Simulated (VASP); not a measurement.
Data:

```
CELL_PARAMETERS angstrom
      0.00000     2.90438     2.90438
      2.90438     0.00000     2.90438
      2.90438     2.90438     0.00000
ATOMIC_POSITIONS crystal
  Ga 0.00000 0.00000 0.00000
  As 0.25000 0.25000 0.25000
```

Level of theory: RPBE GGA, VASP's PBE PAW potentials (set 64) (plane waves; VASP). Settings: 520 eV cut-off, 10×10×10 Γ-centred mesh, first-order Methfessel-Paxton smearing of 0.10 eV, potentials Ga_d As.

Predict the energy per atom (σ→0), band gap (on the k-mesh) with the smallest direct gap where there is one.

The band gap (on the k-mesh) is 0.05 eV, the smallest direct gap (on the k-mesh) is 0.05 eV and the energy per atom (σ→0) is -366.7 kJ/mol of atoms.

Only differences to runs with the same potentials and settings are physical.

The compound is GaAs in the zinc blende structure. It was relaxed first, which changed the volume by +9 %. The start is the result of an earlier pass.
